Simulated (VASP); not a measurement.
Set up this calculation in VASP 6.6.1, as the native input.

```
Task                               : single point
Functional                         : HSE06
Potentials or basis                : VASP PAW PBE potentials, release 64 (Cr_pv, Al, N)
Cutoff                             : 450 eV
k mesh                             : 2 × 2 × 2
Occupations                        : gaussian, width 0.03 eV
Spin                               : collinear spin, ferromagnetic start
Fixed moment                       : 4 μB
Dq                                 : -1
Grid for exact exchange (PRECFOCK) : Fast
Screening parameter                : 0.2 1/A
Further INCAR settings             : LREAL = Auto; ALGO = Damped; EDIFF = 0.0001; ISYM = -1; NELECT = 138.0
```

Crystal: Al15CrN16 (a cell with a defect).

```
Cr Al N
1.0
     6.22000    0.00000    0.00000
    -3.11000    5.38668    0.00000
     0.00000    0.00000    9.96000
Cr Al N
1 15 16
Direct
  0.33089 0.16499 0.00517
  0.33112 0.16558 0.49734
  0.33574 0.66744 0.99990
  0.33428 0.66713 0.50040
  0.83697 0.17164 0.99797
  0.83255 0.16590 0.50038
  0.83694 0.66432 0.99807
  0.83269 0.66641 0.50049
  0.16316 0.33314 0.25179
  0.16841 0.33586 0.75116
  0.16308 0.82971 0.25170
  0.16834 0.83214 0.75115
  0.66230 0.33109 0.25087
  0.66890 0.33426 0.74912
  0.66655 0.83325 0.24807
  0.66902 0.83444 0.75133
  0.32569 0.16273 0.21082
  0.33333 0.16648 0.68899
  0.33245 0.66613 0.19262
  0.33812 0.66896 0.68891
  0.83105 0.16730 0.19121
  0.83448 0.16536 0.68894
  0.83091 0.66355 0.19125
  0.83439 0.66883 0.68905
  0.16423 0.33525 0.44297
  0.16242 0.34739 0.93777
  0.16430 0.82905 0.44292
  0.16230 0.81400 0.93768
  0.66746 0.33368 0.44248
  0.68677 0.34289 0.93296
  0.66711 0.83339 0.43911
  0.67115 0.83509 0.94152
```

One way to write it, as run:

POSCAR

```
Al15CrN16                               
1.0
    6.2200008610      0.0000000000      0.0000000000
   -3.1100004305      5.3866787572      0.0000000000
    0.0000000000      0.0000000000      9.9600000000
  Cr              Al              N             
     1    15    16
Direct
     0.3308907164976488    0.1649879594165224    0.0051694406507524
     0.3311189867238049    0.1655782941728327    0.4973365431266451
     0.3357428247160515    0.6674382138028708    0.9999003664767151
     0.3342840886954336    0.6671296717815893    0.5004049756212809
     0.8369656333999824    0.1716365125636226    0.9979668205880037
     0.8325523054823611    0.1659043002838834    0.5003801516918257
     0.8369358815867077    0.6643157633787259    0.9980724448161444
     0.8326854418296831    0.6664057569777738    0.5004941508437735
     0.1631646799758549    0.3331400615424920    0.2517936587154312
     0.1684078452727009    0.3358613048662683    0.7511619661162546
     0.1630793544987016    0.8297113185758034    0.2516984361344318
     0.1683431795530529    0.8321389933569814    0.7511545628925478
     0.6622957853429071    0.3310942363679786    0.2508723803435040
     0.6688999279358868    0.3342643095255642    0.7491188292870612
     0.6665531467393593    0.8332481628427006    0.2480689470545449
     0.6690244699028655    0.8344445682999633    0.7513315550531129
     0.3256851543031697    0.1627251985522112    0.2108196599227831
     0.3333290851034944    0.1664811613090038    0.6889894496362856
     0.3324504217222919    0.6661335546557726    0.1926226117645933
     0.3381200119232429    0.6689605709372559    0.6889090801510817
     0.8310503949587922    0.1672957338700434    0.1912124586022717
     0.8344771087393846    0.1653569636423803    0.6889364209485523
     0.8309140017057819    0.6635519213857879    0.1912464865504988
     0.8343880787564190    0.6688342979520369    0.6890460277161189
     0.1642314021750919    0.3352549547092227    0.4429698389844832
     0.1624191955595478    0.3473923040900690    0.9377719863424765
     0.1643027085104029    0.8290535228756251    0.4429232716239205
     0.1623023562226184    0.8140028184231837    0.9376826435812291
     0.6674626856999062    0.3336754248797481    0.4424751440963029
     0.6867675656797670    0.3428863275522446    0.9329577467009943
     0.6671137264164607    0.8333881591705273    0.4391081092357518
     0.6711508343706266    0.8350946582393399    0.9415238347306430
```

INCAR.step1

```
SYSTEM = Al15CrN16
PREC = Accurate ; ENCUT = 450
EDIFF = 1E-5 ; ISMEAR = 0
SIGMA = 0.03 ; LREAL = Auto
LASPH = .TRUE. ; NELM = 70
ALGO = Normal ; ISIF = 2
LWAVE = .TRUE. ; LCHARG = .FALSE.
ISPIN = 2 ; MAGMOM = 4 0 0 0 0 0 0 0 0 0 0 0 0 0 0 0 0 0 0 0 0 0 0 0 0 0 0 0 0 0 0 0
LORBIT = 11 ; NUPDOWN = 4
LMAXMIX = 4 ; NELECT = 138.0
ISYM = -1 ; TIME = 0.4
NKRED = 2 ; GGA = PE
KPAR = 2
```

INCAR.step2

```
SYSTEM = Al15CrN16
PREC = Accurate ; ENCUT = 450
EDIFF = 1E-4 ; ISMEAR = 0
SIGMA = 0.03 ; LREAL = Auto
LASPH = .TRUE. ; NELM = 70
ALGO = Damped ; ISIF = 2
LWAVE = .FALSE. ; LCHARG = .FALSE.
ISPIN = 2 ; MAGMOM = 4 0 0 0 0 0 0 0 0 0 0 0 0 0 0 0 0 0 0 0 0 0 0 0 0 0 0 0 0 0 0 0
LORBIT = 11 ; NUPDOWN = 4
LMAXMIX = 4 ; GGA = PE
LHFCALC = .TRUE. ; HFSCREEN = 0.2
PRECFOCK = Fast ; NELECT = 138.0
ISYM = -1 ; TIME = 0.4
NKRED = 2 ; ISTART = 1
KPAR = 2
```

KPOINTS

```
Automatic mesh
0
G
  2 2 2
  0 0 0
```

Potentials or basis: VASP PAW PBE potentials, release 64 (Cr_pv, Al, N).

The run is started by

```sh
$ cat potpaw_PBE.64/Cr_pv/POTCAR potpaw_PBE.64/Al/POTCAR potpaw_PBE.64/N/POTCAR > POTCAR
$ cp INCAR.step1 INCAR
$ mpirun -np 4 vasp_std > vasp.out
$ cp INCAR.step2 INCAR
$ mpirun -np 4 vasp_std > vasp.out
```

It gave:

```yaml
Largest_force: 0.246 eV/Å
Net_moment: 4.00 μB per cell
Site_moments: Cr +3.43; Al +0.00, +0.01; N -0.00, +0.01, +0.00 μB
Valence_electrons_inside_the_program's_atomic_spheres: Cr 10.86; Al 0.88, 0.91, 0.90, 0.89; N 3.87, 3.85, 3.88, 3.86
```

Caveat: the k mesh is coarse (spacing up to 0.58 Å⁻¹), so the values aren't converged, least of all with exact exchange; the PAW data sets were made with another functional, which shifts forces and pressure a little; the total moment is fixed, so each spin has its own Fermi level; only a ferromagnetic start was run, and an antiferromagnetic order may lie lower in energy.

Run time: 36 min on 4 MPI ranks on Intel(R) Xeon(R) Platinum 8259CL CPU @ 2.50GHz (Skylake/Cascade Lake), with other jobs on the host, peak memory 0.77 GiB a rank.
